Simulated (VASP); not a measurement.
An input for Quantum ESPRESSO's pw.x (written as the equivalent of a VASP run, and not itself run):

```
&CONTROL
  calculation = 'scf'
  pseudo_dir = './pseudo'
  outdir = './out'
  tprnfor = .true.
  tstress = .true.
/
&SYSTEM
  ibrav = 0
  nat = 2
  ntyp = 1
  ecutwfc = 100
  occupations = 'smearing'
  smearing = 'fermi-dirac'
  degauss = 0.00735
  input_dft = 'pbesol'
/
&ELECTRONS
  conv_thr = 7.3e-08
  electron_maxstep = 100
/
ATOMIC_SPECIES
  Lu 174.967 Lu.upf
CELL_PARAMETERS angstrom
     3.5180500    0.0000000    0.0000000
    -1.7590250    3.0467210    0.0000000
     0.0000000    0.0000000    5.4460800
ATOMIC_POSITIONS crystal
  Lu   0.3334220  0.6656090  0.2515640
  Lu   0.6665780  0.3343910  0.7484360
K_POINTS automatic
  7 7 4 0 0 0
```

Problem. Write the VASP files for the same calculation (PBEsol).

Solution. Several could match; the one computed here: 
**INCAR**
```
SYSTEM = Lu
PREC = Accurate
ENCUT = 300
EDIFF = 1E-6
NELM = 100
ALGO = Normal
LREAL = .FALSE.
LASPH = .TRUE.
ISMEAR = -1
SIGMA = 0.1
GGA = PS
LMAXMIX = 6
LWAVE = .FALSE.
LCHARG = .FALSE.
ISIF = 2
```

### KPOINTS
```
Automatic mesh
0
Gamma
7 7 4
0 0 0
```

File POSCAR:
```
Lu
1.0
  3.5180500000   0.0000000000   0.0000000000
 -1.7590250000   3.0467210000   0.0000000000
  0.0000000000   0.0000000000   5.4460800000
Lu
2
Cart
  0.0021723959   2.0279249181   1.3700376691
  1.7568526041   1.0187960819   4.0760423309
```

POTCAR, in this order: Lu_3 (PBE.64 set). Program: vasp_std.

The two are equivalent in intent, not identical: the potentials are each code's own (VASP's PAW set, PseudoDojo norm-conserving files in pw.x), so ENCUT and ecutwfc are chosen apart and not converted; conv_thr bounds pw.x's estimated SCF error, while EDIFF bounds the energy change between steps.

The structure comes from a computed database's Lu entry; how it stands against other phases isn't given here. The cell was not relaxed at this level, atoms are displaced from their ideal sites. The run is one of a series of settings (GGA = PS against the base run), some of them coarse on purpose.
